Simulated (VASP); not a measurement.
OSZICAR of a VASP run on Pd (fcc):

OSZICAR:
```
       N       E                     dE             d eps       ncg     rms          rms(c)
DAV:   1     0.367592610692E+02    0.36759E+02   -0.53124E+03  2978   0.103E+03
DAV:   2    -0.641361891534E+01   -0.43173E+02   -0.42140E+02  3234   0.198E+02
DAV:   3    -0.674312134043E+01   -0.32950E+00   -0.32665E+00  3456   0.204E+01
DAV:   4    -0.674459397685E+01   -0.14726E-02   -0.14725E-02  3618   0.123E+00
DAV:   5    -0.674460572817E+01   -0.11751E-04   -0.11751E-04  3469   0.917E-02    0.122E+01
DAV:   6    -0.641307259583E+01    0.33153E+00   -0.11698E+00  3066   0.107E+01    0.596E+00
DAV:   7    -0.638182224894E+01    0.31250E-01   -0.40810E-02  4289   0.177E+00    0.259E+00
DAV:   8    -0.637474299640E+01    0.70793E-02   -0.25952E-03  3298   0.609E-01    0.141E-01
DAV:   9    -0.637474031319E+01    0.26832E-05   -0.16158E-05  3901   0.481E-02    0.347E-02
DAV:  10    -0.637474374125E+01   -0.34281E-05   -0.29099E-06  3407   0.162E-02    0.280E-03
DAV:  11    -0.637474371850E+01    0.22752E-07   -0.24822E-08  1719   0.160E-03
   1 F= -.27797615E+01 E0= -.27793083E+01  d E =-.277976E+01
       N       E                     dE             d eps       ncg     rms          rms(c)
DAV:   1    -0.845198582138E+01   -0.20772E+01   -0.66798E+01  3007   0.965E+01    0.213E+01
DAV:   2    -0.557611954825E+01    0.28759E+01   -0.84753E+00  2973   0.314E+01    0.316E+00
DAV:   3    -0.540614700530E+01    0.16997E+00   -0.72825E-01  3956   0.803E+00    0.118E+00
DAV:   4    -0.540763376809E+01   -0.14868E-02   -0.19153E-02  3820   0.125E+00    0.545E-01
DAV:   5    -0.541153705891E+01   -0.39033E-02   -0.12141E-02  3921   0.831E-01    0.772E-02
DAV:   6    -0.541171069383E+01   -0.17363E-03   -0.15350E-04  4303   0.972E-02    0.201E-02
DAV:   7    -0.541170662712E+01    0.40667E-05   -0.45523E-06  3998   0.231E-02    0.260E-03
DAV:   8    -0.541170705374E+01   -0.42662E-06   -0.11979E-07  1736   0.239E-03
   2 F= -.24061040E+01 E0= -.24056886E+01  d E =0.373657E+00
       N       E                     dE             d eps       ncg     rms          rms(c)
DAV:   1    -0.837500441925E+01   -0.29633E+01   -0.46070E+01  3045   0.830E+01    0.101E+01
DAV:   2    -0.632339306565E+01    0.20516E+01   -0.83598E+00  3105   0.275E+01    0.586E+00
DAV:   3    -0.627609006070E+01    0.47303E-01   -0.19450E-01  4195   0.381E+00    0.318E+00
DAV:   4    -0.627502071671E+01    0.10693E-02   -0.23307E-02  3496   0.148E+00    0.674E-01
DAV:   5    -0.627582750507E+01   -0.80679E-03   -0.16086E-03  4261   0.209E-01    0.916E-02
DAV:   6    -0.627590629673E+01   -0.78792E-04   -0.64633E-05  3826   0.610E-02    0.848E-03
DAV:   7    -0.627590475191E+01    0.15448E-05   -0.78613E-06  3807   0.301E-02    0.934E-04
DAV:   8    -0.627590486017E+01   -0.10825E-06   -0.65273E-08  1577   0.205E-03
   3 F= -.28019280E+01 E0= -.28014781E+01  d E =-.221665E-01
       N       E                     dE             d eps       ncg     rms          rms(c)
DAV:   1    -0.626995374842E+01    0.59510E-02   -0.76857E-03  3033   0.104E+00    0.150E-01
DAV:   2    -0.626961114404E+01    0.34260E-03   -0.13525E-03  3008   0.364E-01    0.430E-02
DAV:   3    -0.626960203201E+01    0.91120E-05   -0.40895E-05  4289   0.550E-02    0.213E-02
DAV:   4    -0.626960217889E+01   -0.14688E-06   -0.51438E-06  3469   0.193E-02
   4 F= -.28020135E+01 E0= -.28015634E+01  d E =-.222521E-01
```

Question: Which electronic solver shows in the log?

Answer: It is blocked Davidson (ALGO = Normal, or the opening steps of other solvers). The INCAR had ALGO = Normal.

Question: Can the final energy be trusted as converged?

Answer: Self-consistency was reached. It stopped with EDIFF = 1E-6, NELM = 100, NSW = 40 and EDIFFG = -0.02 after 4 ionic steps (LDA (Ceperley-Alder, Perdew-Zunger), plane waves, VASP's LDA PAW potentials (set 64)). Energy and stress use the plane-wave basis of the starting cell.

The compound is Pd in the fcc structure. This run relaxes it under an external pressure of 45 GPa. Symmetry was kept, so distortions that lower it aren't found.
